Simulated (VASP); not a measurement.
Data:

```xyz
2
Lattice="1.8378 -3.1832 0.0000 1.8378 3.1832 0.0000 0.0000 0.0000 5.6806" Properties=species:S:1:pos:R:3 pbc="T T T"
Dy     1.8378     1.0611     1.4202
Dy     1.8378    -1.0611     4.2605
```

These are vdW-DF2, VASP's PBE PAW potentials (set 64) (plane waves; VASP 6.6.1) values and carry that method's errors. Numerical set-up: 520 eV cut-off, 13×13×7 Γ-centred mesh, tetrahedra with Blöchl corrections, potentials Dy_3.

The 4f electrons are frozen in the core of the lanthanide potential, so 4f levels, which can set the real gap, and their magnetism are missing.

Predict the energy per atom (σ→0), band gap (on the k-mesh) with the smallest direct gap where there is one.

```json
{
 "band gap (on the k-mesh)": "none (metal, semimetal or under 0.01 eV)",
 "energy per atom (σ→0)": "-1397 meV/atom"
}
```

Total energies compare only between runs with the same potentials, cut-off and functional.

The compound is Dy in the hcp structure. It was relaxed first, which changed the volume by +5 %.
